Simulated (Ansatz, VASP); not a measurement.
BiB in VASP and in Ansatz

```
CELL_PARAMETERS angstrom
0.00000 2.74487 2.74487
2.74487 0.00000 2.74487
2.74487 2.74487 0.00000
ATOMIC_POSITIONS crystal
B 0.00000 0.00000 0.00000
Bi 0.25000 0.25000 0.25000
```

The cell was built by a generator and needn't be a form met in nature.

Alike in both runs: task single point; functional PBE; k mesh 8 × 8 × 8; occupations fermi-dirac, width 0.02 eV; no spin polarisation.

|  | VASP | Ansatz |
| --- | --- | --- |
| version | VASP 6.6.1 | Ansatz 0.2.0 |
| potentials or method | VASP PAW PBE potentials, release 64 (B, Bi_d) | plane waves, PAW |
| plane-wave cutoff (eV) | 520 | 420 |
| valence electrons in the cell | 18 | 18 |

```csv
,VASP,Ansatz,Ansatz less VASP
pressure (GPa),1.2,1.3,+0.07
```
